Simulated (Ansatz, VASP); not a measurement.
# BeInCl3: VASP beside Ansatz, part 3 of 3

One calculation is typed for both programs; each brings its own data sets. How far apart do they land? The cell is generated by rule, not measured, and may not be a known phase. The cell is taken from a series of runs on this material, whose earlier steps may have relaxed, scaled, displaced or heated it; both programs get it as it stands.

VASP 6.6.1 and Ansatz 0.2.0.

So far: Starting point; Ansatz: zone-centre phonons, PBEsol; VASP: zone-centre phonons, PBEsol.

## 3. VASP: zone-centre phonons, PBEsol (continued)

Level of this step: PBEsol; plane waves and PAW (In_d, Be, Cl); invented cell (VASP).

Numbers of over 12 decimals in the logs are rounded to 6 here.

Parts of OUTCAR (step 3):

```text
ion  position               nearest neighbor table
   1  0.041  0.041  0.041-   5 3.18   4 3.18   3 3.18
   2  0.617  0.617  0.617-   5 1.92   4 1.92   3 1.92
   3  0.469  0.959  0.469-   2 1.92   1 3.18
   4  0.959  0.469  0.469-   2 1.92   1 3.18
   5  0.469  0.469  0.959-   2 1.92   1 3.18

  LATTYP: Found a trigonal (rhomboedric) cell.
 ALAT       =     5.0471698212
 COS(alpha) =     0.1075518094

 Subroutine GETGRP returns: Found  6 space group operations
 (whereof  6 operations were pure point group operations)

The static configuration has the point symmetry C_3v.

 Found     32 irreducible k-points:

   k-points           NKPTS =     32   k-points in BZ     NKDIM =     32   number of bands    NBANDS=     24

   dimension x,y,z NGX =    40 NGY =   40 NGZ =   40
   dimension x,y,z NGXF=    80 NGYF=   80 NGZF=   80

   ENCUT  =  600.0 eV  44.10 Ry    6.64 a.u.  10.08 10.08 10.08*2*pi/ulx,y,z

   NELECT =      36.0000    total number of electrons

 k-points in reciprocal lattice and weights: Automatic mesh
   0.00000000  0.00000000  0.00000000       0.005
   0.16666667  0.00000000  0.00000000       0.028
   0.33333333 -0.00000000 -0.00000000       0.028
   0.50000000  0.00000000 -0.00000000       0.014
   0.16666667  0.16666667  0.00000000       0.028
   0.33333333  0.16666667 -0.00000000       0.056
   0.50000000  0.16666667 -0.00000000       0.056
  -0.33333333  0.16666667  0.00000000       0.056
  -0.16666667  0.16666667  0.00000000       0.028
[...]
-0.33333333  0.50000000  0.33333333       0.028
   0.50000000  0.50000000  0.50000000       0.005

 average (electrostatic) potential at core
       1 -98.0482       2 -37.6481       3 -93.2324       4 -93.2324       5 -93.2324

  Total        0.0259441      0.0259441      0.0038595      0.0000000     -0.0000000      0.0000000
  in kB        0.3286368      0.3286368      0.0488893      0.0000000     -0.0000000      0.0000000
  external PRESSURE =       0.2353876 kB  Pullay stress =       0.0000000 kB

  energy-cutoff  :      600.00
  volume of cell :      126.48
      direct lattice vectors                 reciprocal lattice vectors
     3.371509801  1.946542091  3.212136167     0.148301512  0.085621918  0.103773102
    -3.371509801  1.946542091  3.212136167    -0.148301512  0.085621918  0.103773102
[...]
2    -0.22658    -1.31541     0.10311
    3     0.17540     0.10127    -0.80019
 ion    5
    1    -1.18460     0.00000     0.00000
    2     0.00000    -1.70786    -0.20622
    3     0.00000    -0.20254    -0.80019

 Eigenvectors and eigenvalues of the dynamical matrix
 ----------------------------------------------------

   1 f  =   21.496599 THz   135.067115 2PiTHz  717.049361 cm-1    88.902750 meV
             X         Y         Z           dx          dy          dz
      0.000000 -0.000000  0.397988    -0.010540   -0.000000   -0.000000
      0.000000 -0.000000  5.948697     0.932500    0.000001    0.000000
     -1.654805  0.955402  6.092505    -0.221798    0.123715    0.025272
      1.654805  0.955402  6.092505    -0.221798   -0.123715   -0.025272
      0.000000 -1.910805  6.092505    -0.007517   -0.000000    0.000000

   2 f  =   21.496599 THz   135.067115 2PiTHz  717.049361 cm-1    88.902750 meV
             X         Y         Z           dx          dy          dz
      0.000000 -0.000000  0.397988     0.000000   -0.010540   -0.000000
      0.000000 -0.000000  5.948697    -0.000001    0.932500   -0.000000
     -1.654805  0.955402  6.092505     0.123715   -0.078944   -0.014591
      1.654805  0.955402  6.092505    -0.123715   -0.078944   -0.014591
      0.000000 -1.910805  6.092505     0.000000   -0.293225    0.029181

   3 f  =   10.447659 THz    65.644580 2PiTHz  348.496404 cm-1    43.208028 meV
             X         Y         Z           dx          dy          dz
      0.000000 -0.000000  0.397988    -0.000000    0.000000   -0.001552
      0.000000 -0.000000  5.948697     0.000000   -0.000000    0.375209
     -1.654805  0.955402  6.092505     0.460348   -0.265782   -0.062010
      1.654805  0.955402  6.092505    -0.460348   -0.265782   -0.062010
      0.000000 -1.910805  6.092505     0.000000    0.531564   -0.062010

   4 f  =    8.508544 THz    53.460761 2PiTHz  283.814489 cm-1    35.188496 meV
             X         Y         Z           dx          dy          dz
      0.000000 -0.000000  0.397988     0.000000   -0.000000    0.012448
      0.000000 -0.000000  5.948697    -0.000000    0.000000    0.880576
     -1.654805  0.955402  6.092505    -0.195091    0.112636   -0.155123
      1.654805  0.955402  6.092505     0.195091    0.112636   -0.155123
      0.000000 -1.910805  6.092505     0.000000   -0.225271   -0.155123

   5 f  =    5.143425 THz    32.317094 2PiTHz  171.566197 cm-1    21.271488 meV
             X         Y         Z           dx          dy          dz
      0.000000 -0.000000  0.397988     0.000001   -0.042738    0.000000
      0.000000 -0.000000  5.948697    -0.000007    0.250407    0.000000
     -1.654805  0.955402  6.092505    -0.481271   -0.294334    0.036959
      1.654805  0.955402  6.092505     0.481256   -0.294361    0.036955
      0.000000 -1.910805  6.092505     0.000016    0.539226   -0.073914

   6 f  =    5.143425 THz    32.317094 2PiTHz  171.566197 cm-1    21.271488 meV
             X         Y         Z           dx          dy          dz
      0.000000 -0.000000  0.397988     0.042738    0.000001   -0.000000
      0.000000 -0.000000  5.948697    -0.250407   -0.000007   -0.000000
     -1.654805  0.955402  6.092505    -0.261354    0.481272    0.064011
      1.654805  0.955402  6.092505    -0.261382   -0.481255   -0.064013
      0.000000 -1.910805  6.092505     0.572205   -0.000015    0.000002

   7 f  =    2.798476 THz    17.583343 2PiTHz   93.347108 cm-1    11.573561 meV
             X         Y         Z           dx          dy          dz
      0.000000 -0.000000  0.397988    -0.033100   -0.000005    0.000000
      0.000000 -0.000000  5.948697    -0.003385   -0.000000   -0.000000
     -1.654805  0.955402  6.092505     0.048122   -0.047005    0.703056
      1.654805  0.955402  6.092505     0.048135    0.047004   -0.703168
      0.000000 -1.910805  6.092505    -0.033285    0.000010    0.000112

   8 f  =    2.798476 THz    17.583343 2PiTHz   93.347108 cm-1    11.573561 meV
             X         Y         Z           dx          dy          dz
      0.000000 -0.000000  0.397988    -0.000005    0.033100   -0.000000
      0.000000 -0.000000  5.948697    -0.000000    0.003385    0.000000
     -1.654805  0.955402  6.092505     0.047011    0.006141    0.406039
      1.654805  0.955402  6.092505    -0.046998    0.006154    0.405845
      0.000000 -1.910805  6.092505    -0.000005   -0.075267   -0.811884

   9 f  =    1.718019 THz    10.794631 2PiTHz   57.306940 cm-1     7.105152 meV
             X         Y         Z           dx          dy          dz
      0.000000 -0.000000  0.397988     0.000000   -0.000000    0.693505
      0.000000 -0.000000  5.948697     0.000000    0.000000   -0.215612
     -1.654805  0.955402  6.092505     0.004426   -0.002555   -0.396856
      1.654805  0.955402  6.092505    -0.004426   -0.002555   -0.396856
      0.000000 -1.910805  6.092505    -0.000000    0.005110   -0.396856

  10 f  =    1.704128 THz    10.707353 2PiTHz   56.843598 cm-1     7.047705 meV
             X         Y         Z           dx          dy          dz
      0.000000 -0.000000  0.397988     0.000000   -0.000000   -0.000000
      0.000000 -0.000000  5.948697    -0.000000    0.000000    0.000000
     -1.654805  0.955402  6.092505     0.288675    0.500000    0.000000
      1.654805  0.955402  6.092505     0.288675   -0.500000   -0.000000
      0.000000 -1.910805  6.092505    -0.577350    0.000000    0.000000

  11 f  =    0.277603 THz     1.744232 2PiTHz    9.259845 cm-1     1.148074 meV
             X         Y         Z           dx          dy          dz
      0.000000 -0.000000  0.397988    -0.380208    0.000112    0.000000
      0.000000 -0.000000  5.948697     0.232111   -0.000068    0.000000
     -1.654805  0.955402  6.092505     0.499710    0.027082   -0.027836
      1.654805  0.955402  6.092505     0.499726   -0.027396    0.027826
      0.000000 -1.910805  6.092505     0.546897   -0.000143    0.000009

  12 f  =    0.277603 THz     1.744232 2PiTHz    9.259845 cm-1     1.148074 meV
             X         Y         Z           dx          dy          dz
      0.000000 -0.000000  0.397988    -0.000112   -0.380208   -0.000000
      0.000000 -0.000000  5.948697     0.000068    0.232111    0.000000
     -1.654805  0.955402  6.092505     0.027386    0.531179    0.016060
      1.654805  0.955402  6.092505    -0.027092    0.531163    0.016077
      0.000000 -1.910805  6.092505     0.000161    0.483992   -0.032137

  13 f/i=    0.034748 THz     0.218327 2PiTHz    1.159063 cm-1     0.143705 meV
             X         Y         Z           dx          dy          dz
      0.000000 -0.000000  0.397988     0.000000    0.000000    0.720342
      0.000000 -0.000000  5.948697     0.000000    0.000000    0.193172
     -1.654805  0.955402  6.092505     0.000102   -0.000059    0.384617
      1.654805  0.955402  6.092505    -0.000102   -0.000059    0.384617
      0.000000 -1.910805  6.092505     0.000000    0.000118    0.384617

  14 f/i=    0.115563 THz     0.726103 2PiTHz    3.854761 cm-1     0.477929 meV
             X         Y         Z           dx          dy          dz
      0.000000 -0.000000  0.397988    -0.019843    0.923046    0.000000
      0.000000 -0.000000  5.948697    -0.002530    0.117674   -0.000000
     -1.654805  0.955402  6.092505    -0.015997    0.204191   -0.006629
      1.654805  0.955402  6.092505     0.006665    0.203704   -0.006153
      0.000000 -1.910805  6.092505    -0.004244    0.223574    0.012782

  15 f/i=    0.115563 THz     0.726103 2PiTHz    3.854761 cm-1     0.477929 meV
             X         Y         Z           dx          dy          dz
      0.000000 -0.000000  0.397988    -0.923046   -0.019843   -0.000000
      0.000000 -0.000000  5.948697    -0.117674   -0.002530    0.000000
     -1.654805  0.955402  6.092505    -0.216788    0.006947   -0.010932
      1.654805  0.955402  6.092505    -0.217275   -0.015715    0.011207
      0.000000 -1.910805  6.092505    -0.197406   -0.004806   -0.000275

 MACROSCOPIC STATIC DIELECTRIC TENSOR IONIC CONTRIBUTION
 ------------------------------------------------------
         541.711464     0.000000    -0.000000
           0.000000   541.711464    -0.000000
          -0.000000    -0.000000     6.308562
 ------------------------------------------------------

 ELASTIC MODULI CONTR FROM IONIC RELAXATION (kBar)
 Direction    XX          YY          ZZ          XY          YZ          ZX
 --------------------------------------------------------------------------------
 XX        -570.5781   -180.0319    -49.1121      0.0000    -79.1558     -0.0000
 YY        -180.0319   -570.5781    -49.1121     -0.0000     79.1558      0.0000
 ZZ         -49.1121    -49.1121    -79.4635      0.0000      0.0000      0.0000
 XY          -0.0000     -0.0000      0.0000   -195.5630     -0.0000    -72.7812
 YZ         -79.1558     79.1558      0.0000     -0.0000   -226.3320     -0.0000
 ZX          -0.0000      0.0000      0.0000    -72.7812     -0.0000   -172.9417
 --------------------------------------------------------------------------------

 PIEZOELECTRIC TENSOR IONIC CONTR  for field in x, y, z        (C/m^2)
          XX          YY          ZZ          XY          YZ          ZX
  --------------------------------------------------------------------------------
  x     0.00000    -0.00000    -0.00000     2.92352     0.00000     8.86653
  y     2.92352    -2.92352    -0.00000     0.00000    10.23069     0.00000
  z     0.39577     0.39577     0.66442    -0.00000    -0.00000    -0.00000
```

## 4. Comparison

Known differences besides the potentials themselves: fixed occupations in Ansatz, narrow Gaussian smearing in VASP; VASP's response is taken on the typed mesh, Ansatz refines its own for the field response alone; the cutoff is 420 eV in Ansatz and 600 eV in VASP; Ansatz makes its cores anew for this functional, VASP keeps those of its PBE data sets. Total energies have different zeros and are not compared.

Compared:

```
                                     quantity  Ansatz   VASP  difference
                                        ε∞ xx    3.93   3.94     -0.07 %
                                        ε∞ yy    3.93   3.94     -0.07 %
                                        ε∞ zz    3.46   3.47     -0.10 %
Born charge of In1 (mean of the diagonal) (e)    1.99   2.00        0.00
Born charge of Be2 (mean of the diagonal) (e)    1.70   1.70        0.00
Born charge of Cl3 (mean of the diagonal) (e)   -1.23  -1.23        0.00
                   optical mode 1 to 2 (cm⁻¹)    11.6    9.3        +2.4
                        optical mode 3 (cm⁻¹)    57.2   56.8     +0.70 %
                        optical mode 4 (cm⁻¹)    58.2   57.3     +1.51 %
                   optical mode 5 to 6 (cm⁻¹)    93.6   93.3     +0.27 %
                   optical mode 7 to 8 (cm⁻¹)   171.6  171.6     +0.04 %
                        optical mode 9 (cm⁻¹)   284.0  283.8     +0.08 %
                       optical mode 10 (cm⁻¹)   348.8  348.5     +0.10 %
                 optical mode 11 to 12 (cm⁻¹)   716.7  717.0     -0.05 %
```

Modes are paired by rising frequency, not by their patterns, so a pair may set unlike modes beside each other; they are those without the splitting of longitudinal modes.

## 5. Results

```yaml
r_m_s_difference_of_the_optical_zone_centre_modes_each_program_s_sorted_by_frequency_zone_centre_phonons_pbesol: 1.0 cm⁻¹
difference_in_optical_mode_4_zone_centre_phonons_pbesol: +1.5 %
```

The r.m.s. difference of the optical zone-centre modes, each program's sorted by frequency is 1.0 cm⁻¹ (zone-centre phonons, PBEsol). Among the rows given in per cent, the largest difference of the zone-centre phonons, PBEsol pair is in optical mode 4, +1.5 %. How closely two codes agree says nothing of how well the functional describes the real material.

[Lines on the potential files, build, host, timing and source positions are cut from VASP's logs without a mark.]

[Logs are printed without paths, hosts, clocks, repeated set-up lines and the standing remarks that a program may print on its own settings, such as how far it seeks lower states.]

[Hosts, paths, dates, database ids (printed as entryN), source tags and the programs' standing remarks are cut or masked in the printed files.]
